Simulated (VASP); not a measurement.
Here is a VASP 6.6.1 calculation.

INCAR

```
SYSTEM = CuTe
PREC     = Accurate       ! precision mode
ENCUT    = 520            ! plane-wave cutoff, eV
EDIFF    = 1E-7           ! SCF threshold, eV
ISMEAR   = 0              ! smearing method
SIGMA    = 0.05           ! smearing width, eV
LREAL    = .FALSE.        ! projectors in reciprocal space
LASPH    = .TRUE.         ! aspherical terms in the spheres
NELM     = 150            ! most SCF steps
ALGO     = Fast           ! electronic algorithm
ISIF     = 2              ! what is computed and relaxed
LWAVE    = .FALSE.        ! write WAVECAR
LCHARG   = .FALSE.        ! write CHGCAR
ISPIN    = 2              ! spin polarisation
MAGMOM   = 0 0 0 0        ! initial moments
LORBIT   = 11             ! projections on sites
LMAXMIX  = 4              ! l up to which the mixer works
LDAU     = .TRUE.         ! DFT+U
LDAUTYPE = 1            
LDAUL    = 2 -1           ! shell
LDAUU    = 8 0            ! U, eV
LDAUJ    = 0.9 0        
LDAUPRINT= 1            
NBANDS   = 29             ! bands
```

KPOINTS

```
Automatic mesh
0
G
  6 5 3
  0 0 0
```

POSCAR

```
CuTe
1.0
    3.0999997600      0.0000000000      0.0000000000
    0.0000000000      4.0199996900      0.0000000000
    0.0000000000      0.0000000000      6.8599994700
Cu Te
2 2
Direct
    0.0000000000      0.5000000000      0.4490000000
    0.5000000000      0.0000000000      0.5510000000
    0.0000000000      0.0000000000      0.2230000000
    0.5000000000      0.5000000000      0.7770000000
```

Potentials or basis: VASP PAW LDA potentials, release 64 (Cu, Te).

Run with:

```console
$ cat potpaw_LDA.64/Cu/POTCAR potpaw_LDA.64/Te/POTCAR > POTCAR
$ mpirun -np 1 vasp_std > vasp.out
```

Problem. Predict the net moment.

Solution. 0.00 μB per cell.

Problem. What does it give for the band gap on the k mesh?

Solution. None (metal or under the smearing width).

Problem. What does it give for the largest force?

Solution. 0.298 eV/Å.

Forces on the atoms (eV/Å):
```
Cu   0.000  0.000  0.298
Cu   0.000  0.000 -0.298
Te   0.000  0.000  0.134
Te   0.000  0.000 -0.134
```

Caveat: the U is typed as a test and isn't derived for this compound. The state reached can hang on the start; a lower one may exist.
